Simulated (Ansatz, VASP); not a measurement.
## Te2As in two plane-wave programs

One calculation is typed for both programs; each brings its own data sets. How far apart do they land? The cell is generated by rule, not measured, and may not be a known phase. The cell is taken from a series of runs on this material, whose earlier steps may have relaxed, scaled, displaced or heated it; both programs get it as it stands.

Main program and level: Ansatz 0.2.0; plane waves, with VASP 6.6.1 beside it; zone-centre phonons at LDA.

The structure was built from a prototype and need not be the compound's stable phase.

**1. Starting point**

It takes space group Cmcm (No. 63, orthorhombic). Conventional cell: a = 7.683 Å, b = 6.021 Å, c = 7.519 Å, α = 90.00°, β = 90.00°, γ = 90.00°. Nearest to As lie 4 Te at 2.80 Å. Te has 2 As at 2.80 Å and 2 Te at 3.02 Å nearest. Farther neighbours and most contacts between anions are not listed.

**2. VASP: zone-centre phonons, LDA**

Second derivatives magnify differences that forces hide, and they need a tight electronic threshold.

Lines of VASP's logs that name or quote its potential files are left out, and so is its time.

Contents of INCAR:

```
SYSTEM = Te2As
PREC = Accurate
ENCUT = 500
EDIFF = 1E-08
NELM = 120
ISMEAR = 1
SIGMA = 0.15
LREAL = .FALSE.
ALGO = Normal
GGA = CA
NBANDS = 23
LORBIT = 11
LWAVE = .FALSE.
LCHARG = .FALSE.
ISIF = 2
IBRION = 8
LASPH = .TRUE.
GGA_COMPAT = .FALSE.
KPAR = 2
```

Contents of POSCAR:

```
Te2As
1.0
    3.8417247198     -3.0106679785      0.0000000000
    3.8417247198      3.0106679785      0.0000000000
    0.0000000000      0.0000000000      7.5188111586
As Te
2 4
Direct
    0.0851016513      0.9148983487      0.2500000000
    0.9148983487      0.0851016513      0.7500000000
    0.2608775752      0.2608775752      0.0000000000
    0.7391224248      0.7391224248      0.5000000000
    0.2608775752      0.2608775752      0.5000000000
    0.7391224248      0.7391224248      0.0000000000
```

Contents of KPOINTS:

```
Automatic mesh
0
Gamma
6 6 4
0 0 0
```

Potentials, in the order of the species: As and Te (LDA family, release 64).

Command:

```
mpirun -np 2 vasp_std
```

Numbers of over 12 decimals in the logs are rounded to 6 here.

The program printed:

```text
[banner, memory and clock lines left out]
running    2 mpi-ranks, on    1 nodes
 distrk:  each k-point on    1 cores,    2 groups
 distr:  one band on    1 cores,    1 groups

 POSCAR found type information on POSCAR AsTe
 POSCAR found :  2 types and       6 ions
 LDA part: xc-table for (Slater(with rela. corr.)+CA(PZ))
 , standard interpolation
 POSCAR, INCAR and KPOINTS ok, starting setup
 FFT: planning ... GRIDC
 FFT: planning ... GRID_SOFT
 FFT: planning ... GRID
 WAVECAR not read
 entering main loop
       N       E                     dE             d eps       ncg     rms          rms(c)
DAV:   1     0.156528473894E+03    0.15653E+03   -0.12484E+04  1794   0.117E+03
DAV:   2    -0.115850572781E+02   -0.16811E+03   -0.16213E+03  2338   0.176E+02
DAV:   3    -0.245096671107E+02   -0.12925E+02   -0.12685E+02  2298   0.530E+01
DAV:   4    -0.248032533560E+02   -0.29359E+00   -0.29263E+00  2192   0.917E+00
DAV:   5    -0.248104185956E+02   -0.71652E-02   -0.71624E-02  2568   0.142E+00    0.143E+01
DAV:   6    -0.247273010128E+02    0.83118E-01   -0.10713E-01  2147   0.167E+00    0.845E+00
DAV:   7    -0.247085798714E+02    0.18721E-01   -0.70893E-02  2081   0.123E+00    0.119E+00
DAV:   8    -0.247082570220E+02    0.32285E-03   -0.53484E-03  2172   0.395E-01    0.372E-01
DAV:   9    -0.247079571400E+02    0.29988E-03   -0.10587E-03  2117   0.159E-01    0.108E-01
DAV:  10    -0.247079648411E+02   -0.77011E-05   -0.16106E-04  2200   0.574E-02    0.274E-02
DAV:  11    -0.247079631478E+02    0.16933E-05   -0.94850E-06  2154   0.163E-02    0.108E-02
DAV:  12    -0.247079634163E+02   -0.26853E-06   -0.23170E-06  2214   0.672E-03    0.303E-03
DAV:  13    -0.247079634026E+02    0.13696E-07   -0.34181E-07  2102   0.317E-03    0.162E-03
DAV:  14    -0.247079634008E+02    0.18040E-08   -0.41584E-08  2114   0.109E-03
   1 F= -.24707963E+02 E0= -.24709710E+02  d E =0.524017E-02
 Linear response reoptimize wavefunctions to high precision
DAV:   1    -0.247079634023E+02   -0.14606E-08   -0.81625E-09  2109   0.416E-04
DAV:   2    -0.247079634023E+02   -0.47294E-10   -0.62472E-10  1191   0.125E-04
 Linear response DOF=           6
 Linear response progress:
  Degree of freedom:   1/  6
       N       E                     dE             d eps       ncg     rms          rms(c)
RMM:   1    -0.477617686638E-01   -0.47762E-01    0.53809E-02  6280   0.973E-01
RMM:   2    -0.444187088665E-01    0.33431E-02   -0.36412E-03  4272   0.263E-01    0.133E-01
RMM:   3    -0.442874850364E-01    0.13122E-03   -0.32595E-04  4448   0.657E-02    0.824E-02
RMM:   4    -0.442467477333E-01    0.40737E-04   -0.29391E-05  4637   0.199E-02    0.299E-02
RMM:   5    -0.442424411087E-01    0.43066E-05   -0.41811E-06  4722   0.748E-03    0.306E-03
RMM:   6    -0.442460453962E-01   -0.36043E-05   -0.36451E-07  4882   0.182E-03    0.135E-03
RMM:   7    -0.442479804806E-01   -0.19351E-05    0.60418E-08  4808   0.640E-04    0.419E-04
RMM:   8    -0.442476859778E-01    0.29450E-06    0.18944E-08  4986   0.192E-04    0.118E-04
RMM:   9    -0.442476160039E-01    0.69974E-07   -0.23408E-08  5007   0.793E-05    0.382E-05
RMM:  10    -0.442476519577E-01   -0.35954E-07    0.16467E-08  5197   0.326E-05    0.130E-05
RMM:  11    -0.442476740287E-01   -0.22071E-07    0.13519E-08  5184   0.187E-05    0.489E-06
RMM:  12    -0.442476818786E-01   -0.78499E-08    0.27062E-08  4753   0.152E-05    0.105E-06
 first order change of Fermi-energy   0.49801E-05
 force on displaced ion       1 direction 1 :  -4.144  -0.002  -0.000
 Linear response progress:
  Degree of freedom:   2/  6
       N       E                     dE             d eps       ncg     rms          rms(c)
RMM:   1    -0.474908793974E-01   -0.47491E-01    0.30772E-02  3642   0.881E-01
RMM:   2    -0.463474324326E-01    0.11434E-02   -0.29399E-03  2826   0.213E-01    0.527E-02
RMM:   3    -0.461839428881E-01    0.16349E-03   -0.35544E-04  2943   0.602E-02    0.248E-02
RMM:   4    -0.461404302483E-01    0.43513E-04   -0.23280E-05  3008   0.167E-02    0.152E-02
RMM:   5    -0.461040735014E-01    0.36357E-04   -0.39332E-06  3021   0.967E-03    0.373E-03
RMM:   6    -0.461044238428E-01   -0.35034E-06   -0.44411E-08  3142   0.256E-03    0.118E-03
RMM:   7    -0.461088792169E-01   -0.44554E-05    0.21042E-08  2944   0.996E-04    0.217E-04
RMM:   8    -0.461089123006E-01   -0.33084E-07   -0.43857E-09  3206   0.242E-04    0.121E-04
RMM:   9    -0.461086471394E-01    0.26516E-06   -0.34965E-08  3173   0.935E-05    0.272E-05
RMM:  10    -0.461087271195E-01   -0.79980E-07   -0.36929E-08  3298   0.377E-05    0.104E-05
RMM:  11    -0.461087306097E-01   -0.34902E-08   -0.77953E-09  3362   0.176E-05    0.288E-06
 first order change of Fermi-energy  -0.29422E+00
 force on displaced ion       1 direction 2 :   0.000  -2.387  -0.000
 Linear response progress:
  Degree of freedom:   3/  6
       N       E                     dE             d eps       ncg     rms          rms(c)
RMM:   1    -0.528068619391E-01   -0.52807E-01    0.51367E-02  4981   0.974E-01
RMM:   2    -0.495711893679E-01    0.32357E-02   -0.39575E-03  3394   0.260E-01    0.135E-01
RMM:   3    -0.494253077035E-01    0.14588E-03   -0.20878E-04  3575   0.594E-02    0.838E-02
RMM:   4    -0.494122604950E-01    0.13047E-04   -0.10554E-04  3699   0.182E-02    0.339E-02
RMM:   5    -0.494000621576E-01    0.12198E-04   -0.21441E-05  3692   0.877E-03    0.298E-03
RMM:   6    -0.494020288296E-01   -0.19667E-05   -0.41699E-06  3816   0.208E-03    0.135E-03
RMM:   7    -0.494038138273E-01   -0.17850E-05    0.20406E-06  3744   0.767E-04    0.304E-04
RMM:   8    -0.494035775401E-01    0.23629E-06    0.59090E-07  3936   0.209E-04    0.976E-05
RMM:   9    -0.494035599349E-01    0.17605E-07    0.12104E-07  3905   0.822E-05    0.223E-05
RMM:  10    -0.494035566097E-01    0.33252E-08    0.20050E-08  4105   0.282E-05    0.171E-05
 first order change of Fermi-energy  -0.85936E-05
 force on displaced ion       1 direction 3 :  -0.000   0.001  -4.437
 Linear response progress:
  Degree of freedom:   4/  6
       N       E                     dE             d eps       ncg     rms          rms(c)
RMM:   1    -0.521360655817E-01   -0.52136E-01    0.28075E-02  4968   0.975E-01
RMM:   2    -0.496562619621E-01    0.24798E-02   -0.31635E-03  3454   0.282E-01    0.844E-02
RMM:   3    -0.495890665079E-01    0.67195E-04   -0.78176E-05  3642   0.627E-02    0.634E-02
RMM:   4    -0.495400856279E-01    0.48981E-04   -0.20190E-06  3807   0.184E-02    0.251E-02
RMM:   5    -0.495183524382E-01    0.21733E-04    0.48261E-06  3812   0.761E-03    0.720E-03
RMM:   6    -0.495195227514E-01   -0.11703E-05   -0.74614E-07  3902   0.238E-03    0.231E-03
RMM:   7    -0.495197976191E-01   -0.27487E-06    0.10170E-06  3883   0.751E-04    0.612E-04
RMM:   8    -0.495199721709E-01   -0.17455E-06    0.23285E-07  3980   0.252E-04    0.206E-04
RMM:   9    -0.495196904467E-01    0.28172E-06    0.15563E-07  3851   0.122E-04    0.924E-05
RMM:  10    -0.495197119159E-01   -0.21469E-07   -0.18917E-07  4167   0.405E-05    0.490E-05
RMM:  11    -0.495197457905E-01   -0.33875E-07   -0.71915E-08  4074   0.187E-05    0.151E-05
RMM:  12    -0.495197459197E-01   -0.12919E-09    0.11796E-08  4256   0.117E-05    0.446E-06
 first order change of Fermi-energy  -0.15547E+00
 force on displaced ion       3 direction 1 :  -4.474   0.000   0.000
 Linear response progress:
  Degree of freedom:   5/  6
       N       E                     dE             d eps       ncg     rms          rms(c)
RMM:   1    -0.525432889581E-01   -0.52543E-01    0.35598E-02  8137   0.941E-01
RMM:   2    -0.496594337413E-01    0.28839E-02   -0.31535E-03  5449   0.263E-01    0.141E-01
RMM:   3    -0.496686971353E-01   -0.92634E-05   -0.16778E-04  5904   0.571E-02    0.913E-02
RMM:   4    -0.496524214308E-01    0.16276E-04   -0.22944E-05  6048   0.178E-02    0.196E-02
RMM:   5    -0.496476510099E-01    0.47704E-05   -0.35294E-06  6118   0.658E-03    0.221E-03
RMM:   6    -0.496454635895E-01    0.21874E-05    0.15294E-07  6384   0.163E-03    0.854E-04
RMM:   7    -0.496434918710E-01    0.19717E-05   -0.10024E-07  6271   0.551E-04    0.232E-04
RMM:   8    -0.496431537397E-01    0.33813E-06    0.10185E-08  6593   0.153E-04    0.754E-05
RMM:   9    -0.496431183752E-01    0.35365E-07   -0.32117E-08  6470   0.553E-05    0.197E-05
RMM:  10    -0.496431368276E-01   -0.18452E-07   -0.61948E-08  6729   0.282E-05    0.600E-06
RMM:  11    -0.496431405687E-01   -0.37412E-08    0.52494E-10  6553   0.190E-05    0.175E-06
 first order change of Fermi-energy  -0.83371E-05
 force on displaced ion       3 direction 2 :  -0.001  -3.776   0.453
 Linear response progress:
  Degree of freedom:   6/  6
       N       E                     dE             d eps       ncg     rms          rms(c)
RMM:   1    -0.594852848727E-01   -0.59485E-01    0.30331E-02  8214   0.975E-01
RMM:   2    -0.571798876386E-01    0.23054E-02   -0.33955E-03  5622   0.282E-01    0.605E-02
RMM:   3    -0.571538071900E-01    0.26080E-04   -0.16229E-04  5971   0.573E-02    0.436E-02
RMM:   4    -0.571105137252E-01    0.43293E-04   -0.17172E-05  6133   0.182E-02    0.123E-02
RMM:   5    -0.571049953638E-01    0.55184E-05   -0.24220E-07  6295   0.534E-03    0.308E-03
RMM:   6    -0.571064692580E-01   -0.14739E-05   -0.18094E-07  6273   0.149E-03    0.138E-03
RMM:   7    -0.571070157191E-01   -0.54646E-06    0.65381E-08  6366   0.557E-04    0.321E-04
RMM:   8    -0.571068988441E-01    0.11687E-06    0.66175E-08  6418   0.195E-04    0.794E-05
RMM:   9    -0.571068852215E-01    0.13623E-07   -0.10065E-07  6630   0.606E-05    0.176E-05
RMM:  10    -0.571069042126E-01   -0.18991E-07   -0.46384E-08  6650   0.269E-05    0.946E-06
RMM:  11    -0.571069204059E-01   -0.16193E-07   -0.48356E-08  6730   0.155E-05    0.160E-06
RMM:  12    -0.571069274790E-01   -0.70731E-08    0.78765E-10  5795   0.122E-05    0.759E-07
 first order change of Fermi-energy   0.42311E-04
 force on displaced ion       3 direction 3 :   0.000   0.455  -3.670
 Linear response finished
```

[end of part 1 of 2]

[Lines on the potential files, build, host, timing and source positions are cut from VASP's logs without a mark.]

[Logs are printed without paths, hosts, clocks, repeated set-up lines and the standing remarks that a program may print on its own settings, such as how far it seeks lower states.]

[Hosts, paths, dates, database ids (printed as entryN), source tags and the programs' standing remarks are cut or masked in the printed files.]
